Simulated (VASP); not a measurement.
```
CELL_PARAMETERS angstrom
      0.00000     1.96065     1.96065
      1.96065     0.00000     1.96065
      1.96065     1.96065     0.00000
ATOMIC_POSITIONS crystal
  Ir 0.00000 0.00000 0.00000
```

The numbers are results of r2SCAN+rVV10, VASP's PBE PAW potentials (set 64) (plane waves; VASP), not measurements. Numerical set-up: 520 eV cut-off, 16×16×16 Γ-centred mesh, first-order Methfessel-Paxton smearing of 0.10 eV, potentials Ir.

Unless said otherwise, spin-orbit coupling is left out, though it shifts the bands of the heavy elements here.

Task: Predict the energy per atom (σ→0), pressure, band gap (on the k-mesh) with the smallest direct gap where there is one.

Result: 
| Quantity | Result |
|---|---|
| band gap (on the k-mesh) | none (metal, semimetal or under 0.01 eV) |
| energy per atom (σ→0) | -52.179 eV/atom |
| pressure | -19.06 GPa |

Total energies compare only between runs with the same potentials, cut-off and functional.

The compound is Ir in the fcc structure. This cell is one point of a volume scan, at 1.06 of the reference volume.
